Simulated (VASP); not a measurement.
OSZICAR of a VASP run on GeF₂ (relaxed from the fluorite structure, space group Fm-3m):

OSZICAR:
```
       N       E                     dE             d eps       ncg     rms          rms(c)
DAV:   1     0.265484677778E+03    0.26548E+03   -0.15351E+04   638   0.368E+03
DAV:   2     0.136886724302E+02   -0.25180E+03   -0.24245E+03   648   0.636E+02
DAV:   3    -0.149633315891E+02   -0.28652E+02   -0.28415E+02   646   0.165E+02
DAV:   4    -0.158300762639E+02   -0.86674E+00   -0.86556E+00   610   0.302E+01
DAV:   5    -0.158449567503E+02   -0.14880E-01   -0.14879E-01   610   0.427E+00    0.660E+00
DAV:   6    -0.145790846709E+02    0.12659E+01   -0.67607E+00   778   0.309E+01    0.239E+00
DAV:   7    -0.145649826427E+02    0.14102E-01   -0.27369E-01   584   0.392E+00    0.129E+00
DAV:   8    -0.145591410095E+02    0.58416E-02   -0.59105E-02   656   0.300E+00    0.319E-01
DAV:   9    -0.145582152773E+02    0.92573E-03   -0.10217E-02   740   0.118E+00    0.804E-02
DAV:  10    -0.145587866591E+02   -0.57138E-03   -0.89996E-04   650   0.457E-01    0.238E-02
DAV:  11    -0.145587849308E+02    0.17283E-05   -0.55033E-05   678   0.114E-01    0.654E-03
DAV:  12    -0.145587914671E+02   -0.65363E-05   -0.11968E-05   586   0.312E-02    0.202E-03
DAV:  13    -0.145587915139E+02   -0.46841E-07   -0.50799E-07   426   0.145E-02
   1 F= -.14558792E+02 E0= -.14558792E+02  d E =-.145588E+02
       N       E                     dE             d eps       ncg     rms          rms(c)
DAV:   1    -0.147594016881E+02   -0.20061E+00   -0.33764E+00   714   0.305E+01    0.328E+00
DAV:   2    -0.145914807024E+02    0.16792E+00   -0.72038E-01   606   0.826E+00    0.942E-01
DAV:   3    -0.145718550710E+02    0.19626E-01   -0.28212E-02   660   0.353E+00    0.523E-01
DAV:   4    -0.145639188286E+02    0.79362E-02   -0.14191E-02   612   0.256E+00    0.853E-02
DAV:   5    -0.145637215931E+02    0.19724E-03   -0.12667E-03   848   0.652E-01    0.504E-02
DAV:   6    -0.145636246483E+02    0.96945E-04   -0.25071E-04   620   0.358E-01    0.131E-02
DAV:   7    -0.145636270872E+02   -0.24388E-05   -0.11646E-05   610   0.430E-02    0.370E-03
DAV:   8    -0.145636263984E+02    0.68877E-06   -0.67787E-07   430   0.199E-02
   2 F= -.14563626E+02 E0= -.14563626E+02  d E =-.483488E-02
       N       E                     dE             d eps       ncg     rms          rms(c)
DAV:   1    -0.145710716837E+02   -0.74446E-02   -0.12104E-01   718   0.546E+00    0.630E-01
DAV:   2    -0.145649414769E+02    0.61302E-02   -0.27021E-02   606   0.159E+00    0.180E-01
DAV:   3    -0.145642262258E+02    0.71525E-03   -0.10878E-03   658   0.804E-01    0.101E-01
DAV:   4    -0.145639357239E+02    0.29050E-03   -0.51582E-04   612   0.526E-01    0.176E-02
DAV:   5    -0.145639287473E+02    0.69766E-05   -0.54003E-05   844   0.133E-01    0.970E-03
DAV:   6    -0.145639266519E+02    0.20954E-05   -0.83221E-06   594   0.632E-02    0.248E-03
DAV:   7    -0.145639270015E+02   -0.34958E-06   -0.28052E-07   322   0.520E-03
   3 F= -.14563927E+02 E0= -.14563927E+02  d E =-.513549E-02
```

Task: Which electronic solver shows in the log?

Result: It is blocked Davidson (ALGO = Normal, or the opening steps of other solvers). The INCAR had ALGO = Normal.

Task: Can the final energy be trusted as converged?

Result: Self-consistency was reached. It stopped with EDIFF = 1E-6, NELM = 100, NSW = 60 and EDIFFG = -0.02 after 3 ionic steps (PBEsol GGA, plane waves, VASP's PBE PAW potentials (set 64)). Energy and stress use the plane-wave basis of the starting cell.

The structure was generated: GeF2 was put into the fluorite type (Fm-3m), which need not be its known phase. This run relaxes it. Symmetry was kept, so distortions that lower it aren't found. The start is the result of an earlier pass.
